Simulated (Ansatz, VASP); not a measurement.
# Two plane-wave programs on HfMg6Mn

Contents of INCAR:

```
PREC = Accurate
ENCUT = 520
EDIFF = 1E-7
ISMEAR = -1
SIGMA = 0.05
LREAL = False
LASPH = True
NELM = 150
ALGO = Normal
ISIF = 2
LWAVE = False
LCHARG = False
ISPIN = 2
MAGMOM = 0 4 0 0 0 0 0 0
LORBIT = 11
LMAXMIX = 4
GGA = PE
NBANDS = 32
```

KPOINTS

```
Automatic mesh
0
Gamma
  6 5 5
```

The input POSCAR:

```
HfMg6Mn
1.0
    4.9728031701      0.0000000000      0.0000000000
    0.0000000000      3.1261722353      5.6325046921
    0.0000000000     -3.1261722353      5.6325046921
Hf Mn Mg
1 1 6
Direct
    0.5000000000      0.6872160000      0.6872160000
    0.0000000000      0.8109820000      0.8109820000
    0.5000000000      0.1665020000      0.1665020000
    0.5000000000      0.1656770000      0.6804830000
    0.5000000000      0.6804830000      0.1656770000
    0.0000000000      0.3288610000      0.3288610000
    0.0000000000      0.3365040000      0.8237760000
    0.0000000000      0.8237760000      0.3365040000
```

The input input.yaml:

```yaml
crystal:
  lattice:
    - [4.9728031701, 0.0, 0.0]
    - [0.0, 3.1261722353, 5.6325046921]
    - [0.0, -3.1261722353, 5.6325046921]
  atoms:
    - { symbol: Hf, position: [0.5, 0.687216, 0.687216] }
    - { symbol: Mn, position: [0.0, 0.810982, 0.810982], spin: 4.0 }
    - { symbol: Mg, position: [0.5, 0.166502, 0.166502] }
    - { symbol: Mg, position: [0.5, 0.165677, 0.680483] }
    - { symbol: Mg, position: [0.5, 0.680483, 0.165677] }
    - { symbol: Mg, position: [0.0, 0.328861, 0.328861] }
    - { symbol: Mg, position: [0.0, 0.336504, 0.823776] }
    - { symbol: Mg, position: [0.0, 0.823776, 0.336504] }
hamiltonian:
  xc: pbe
  pseudopotentials: { kind: paw }
magnetization:
  spin_polarized: true
kpoints:
  mp_grid: { grid: [6, 5, 5] }
scf:
  occupations: { method: fermi_dirac, width: 0.05 }
output:
  forces: true
  stress: true
  eigenvalues: true
  write_density: true
  write_potential: true
  elf: true
  volumetric_format: npy
```

Change from the starting cell: volume scaled by 1.04.

Alike in both runs: task single point; functional PBE; k mesh 6 × 5 × 5; occupations fermi-dirac, width 0.05 eV; collinear spin, ferromagnetic start.

|  | VASP | Ansatz |
| --- | --- | --- |
| version | VASP 6.6.1 | Ansatz 0.2.0 |
| potentials or method | VASP PAW PBE potentials, release 64 (Hf_pv, Mn_pv, Mg) | Ansatz PAW |
| plane-wave cutoff (eV) | 520 | 420 |
| valence electrons in the cell | 35 | 101 |

|  | VASP | Ansatz | Ansatz less VASP |
| --- | --- | --- | --- |
| gap on the k mesh at the Fermi level (eV) | none | none | - |
| pressure (GPa) | -1.7 | -1.6 | +0.12 |
| largest component of the traceless stress (GPa) | 0.29 | 0.28 | -0.010 |
| rms of the force components (eV/Å) | 0.027 | 0.026 | -0.0013 |
| net moment per atom (μB) | 0.36 | 0.36 | -0.001 |
| size of the moment on the site where the two differ most (μB) | 0.39 | 0.32 | -0.070 |

Site moments also hang on the region over which each program counts them. Atom by atom the forces differ by 0.002 eV/Å (rms over components). A gap of «none» marks a metal or a gap that the smearing closes. The two sets of potentials don't hold the same shells in valence.

The runs have no spin-orbit coupling, so splittings on Hf are missing.
